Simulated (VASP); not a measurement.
Method: PBEsol GGA, VASP's PBE PAW potentials (set 64) (plane waves; VASP).

Input for VASP

### INCAR
```
! general
SYSTEM   =  CoO
PREC     =  Accurate
ENCUT    =  520
LREAL    =  .False.
LASPH    =  .True.

! electronic loop
EDIFF    =  1E-7
NELM     =  100
ALGO     =  Normal
LMAXMIX  =  4

! smearing
ISMEAR   =  -5

! functional
GGA      =  PS

! spin
ISPIN    =  2
MAGMOM   =  2.5 0.5

! ions
ISIF     =  2

! output
LWAVE    =  .False.
LCHARG   =  .True.
LORBIT   =  11
NEDOS    =  601
```

POSCAR:
```
CoO
1
    2.5704015458    -0.0000000000    -0.0000000000
   -0.0000000000     2.5704015458    -0.0000000000
    0.0000000000    -0.0000000000     2.5704015458
Co O
1 1
Direct
  0.0000000000   0.0000000000   0.0000000000
  0.5000000000   0.5000000000   0.5000000000
```

**KPOINTS**
```
Automatic mesh
0
gamma
  16 16 16
```

POTCAR, in this order: Co O (PBE.64 set). Program: vasp_std.

Output

OUTCAR:
```
 ion  position               nearest neighbor table
   1  0.000  0.000  0.000-   2 2.23   2 2.23   2 2.23   2 2.23   2 2.23   2 2.23   2 2.23   2 2.23
  LATTYP: Found a simple cubic cell.
 ALAT       =     2.5704015458
 Subroutine PRICEL returns:
 Original cell was already a primitive cell.
 Subroutine GETGRP returns: Found 48 space group operations
The static configuration has the point symmetry O_h .
The dynamic configuration has the point symmetry O_h .
The overall configuration has the point symmetry O_h .
 Subroutine INISYM returns: Found 48 space group operations
 Subroutine IBZKPT returns following result:
 Found    165 irreducible k-points:

 Following reciprocal coordinates:
            Coordinates               Weight
  0.000000  0.000000  0.000000      1.000000
  0.062500  0.000000  0.000000      6.000000
  0.125000  0.000000  0.000000      6.000000
  0.187500  0.000000  0.000000      6.000000
  0.250000  0.000000  0.000000      6.000000
  0.312500  0.000000  0.000000      6.000000
  0.375000  0.000000  0.000000      6.000000
  0.437500  0.000000  0.000000      6.000000
  0.500000  0.000000  0.000000      3.000000
  0.062500  0.062500  0.000000     12.000000
  0.125000  0.062500  0.000000     24.000000
  0.187500  0.062500  0.000000     24.000000
  0.250000  0.062500  0.000000     24.000000
  0.312500  0.062500  0.000000     24.000000
  0.375000  0.062500  0.000000     24.000000
  0.437500  0.062500  0.000000     24.000000
  0.500000  0.062500  0.000000     12.000000
  0.125000  0.125000  0.000000     12.000000
  0.187500  0.125000  0.000000     24.000000
  0.250000  0.125000  0.000000     24.000000
  0.312500  0.125000  0.000000     24.000000
  0.375000  0.125000  0.000000     24.000000
  0.437500  0.125000  0.000000     24.000000
  0.500000  0.125000  0.000000     12.000000
...
```

**OSZICAR**
```
       N       E                     dE             d eps       ncg     rms          rms(c)
DAV:   1     0.791584504489E+02    0.79158E+02   -0.75364E+03  8876   0.143E+03
DAV:   2    -0.107980231260E+02   -0.89956E+02   -0.78133E+02  9085   0.271E+02
DAV:   3    -0.159605928246E+02   -0.51626E+01   -0.50568E+01  9605   0.740E+01
DAV:   4    -0.160226631966E+02   -0.62070E-01   -0.62025E-01 10495   0.780E+00
DAV:   5    -0.160241957145E+02   -0.15325E-02   -0.15322E-02 10314   0.124E+00    0.148E+01
DAV:   6    -0.152774050854E+02    0.74679E+00   -0.24859E+01 10734   0.860E+01    0.238E+01
DAV:   7    -0.136498588115E+02    0.16275E+01   -0.10954E+01 10628   0.729E+01    0.924E+00
DAV:   8    -0.135070578020E+02    0.14280E+00   -0.68909E-01 11794   0.140E+01    0.457E+00
DAV:   9    -0.134845739063E+02    0.22484E-01   -0.12878E+00 11414   0.223E+01    0.328E+00
DAV:  10    -0.134051249554E+02    0.79449E-01   -0.24432E-01 11771   0.119E+01    0.105E+00
DAV:  11    -0.134048489671E+02    0.27599E-03   -0.22391E-02 10807   0.163E+00    0.423E-01
DAV:  12    -0.134056864643E+02   -0.83750E-03   -0.28671E-03 11785   0.539E-01    0.145E-01
DAV:  13    -0.134056893524E+02   -0.28881E-05   -0.64160E-04 11324   0.447E-01    0.818E-02
DAV:  14    -0.134056464739E+02    0.42878E-04   -0.61953E-05 12212   0.194E-01    0.463E-02
DAV:  15    -0.134056441645E+02    0.23094E-05   -0.11849E-05 12054   0.547E-02    0.257E-02
DAV:  16    -0.134056342031E+02    0.99614E-05   -0.17304E-05 11499   0.830E-02    0.179E-03
DAV:  17    -0.134056341095E+02    0.93619E-07   -0.16662E-06 10081   0.138E-02    0.192E-03
DAV:  18    -0.134056341339E+02   -0.24396E-07   -0.25622E-08  4990   0.221E-03
   1 F= -.13405634E+02 E0= -.13405634E+02  d E =0.000000E+00  mag=     3.0000
```

File OUTCAR:
```
------------------------ aborting loop because EDIFF is reached ----------------------------------------
  FORCE on cell =-STRESS in cart. coord.  units (eV):
  Direction    XX          YY          ZZ          XY          YZ          ZX
  --------------------------------------------------------------------------------------
  Total        0.0048933      0.0048933      0.0048933     -0.0000000     -0.0000000     -0.0000000
  in kB        0.4616453      0.4616453      0.4616453     -0.0000000     -0.0000000     -0.0000000
  external PRESSURE =       0.4616453 kB  Pullay stress =       0.0000000 kB
  volume of cell :       16.98
      direct lattice vectors                 reciprocal lattice vectors
     2.570401546  0.000000000  0.000000000     0.389044273  0.000000000  0.000000000
     0.000000000  2.570401546  0.000000000     0.000000000  0.389044273  0.000000000
     0.000000000  0.000000000  2.570401546     0.000000000  0.000000000  0.389044273
 POSITION                                       TOTAL-FORCE (eV/Angst)
 -----------------------------------------------------------------------------------
      0.00000      0.00000      0.00000         0.000000      0.000000      0.000000
      1.28520      1.28520      1.28520         0.000000      0.000000      0.000000
 -----------------------------------------------------------------------------------
    total drift:                                0.000000      0.000000      0.000000
  FREE ENERGIE OF THE ION-ELECTRON SYSTEM (eV)
  ---------------------------------------------------
  free  energy   TOTEN  =       -13.4056341339 eV

  energy  without entropy=      -13.4056341339  energy(sigma->0) =      -13.40563413

 total charge

# of ion       s       p       d       tot
------------------------------------------
    1        0.314   0.391   7.199   7.904
    2        1.576   3.349   0.000   4.925
--------------------------------------------------
tot          1.890   3.740   7.199  12.829

 magnetization (x)

# of ion       s       p       d       tot
------------------------------------------
    1       -0.002   0.004   2.479   2.480
    2        0.021   0.440   0.000   0.462
--------------------------------------------------
tot          0.019   0.444   2.479   2.942
```
(Selected blocks of OUTCAR.)

OUTCAR:
```
 val. band max:        9.3809522224   @ k =   0.3750   0.3750   0.3750

 cond. band min:       9.2193210729   @ k =   0.5000   0.4375   0.0000


 Fermi energy:         9.2778263200

 spin component 1

 k-point     1 :       0.0000    0.0000    0.0000
  band No.  band energies     occupation
      1     -11.4972      1.00000
      2       4.8146      1.00000
      3       4.8146      1.00000
      4       6.2922      1.00000
      5       6.2922      1.00000
      6       6.2922      1.00000
      7       6.8650      1.00000
      8       6.8650      1.00000
      9       6.8650      1.00000
     10      10.3007      0.00000
     11      24.9278      0.00000
     12      24.9278      0.00000
     13      29.9127      0.00000

 k-point     2 :       0.0625    0.0000    0.0000
  band No.  band energies     occupation
      1     -11.4525      1.00000
      2       4.6790      1.00000
      3       4.8284      1.00000
      4       6.0763      1.00000
      5       6.0763      1.00000
      6       6.1608      1.00000
      7       6.8682      1.00000
      8       7.0945      1.00000
      9       7.0945      1.00000
     10      10.5859      0.00000
     11      24.6954      0.00000
     12      24.9467      0.00000
     13      29.8363      0.00000

 k-point     3 :       0.1250    0.0000    0.0000
  band No.  band energies     occupation
      1     -11.3223      1.00000
      2       4.1493      1.00000
      3       4.8678      1.00000
      4       5.7276      1.00000
      5       5.7276      1.00000
      6       6.0847      1.00000
      7       6.8773      1.00000
      8       7.4827      1.00000
      9       7.4827      1.00000
     10      11.2520      0.00000
     11      24.0445      0.00000
     12      25.0031      0.00000
     13      29.6026      0.00000

 k-point     4 :       0.1875    0.0000    0.0000
  band No.  band energies     occupation
      1     -11.1181      1.00000
...
```

The moments were started parallel, and other spin orders were not tried in this run. For a metal the tetrahedron method with Blöchl corrections gives inexact stress and forces.

The structure was generated: CoO was put into the CsCl type type (Pm-3m), which need not be its known phase. It was relaxed first, which changed the volume by +9 %.
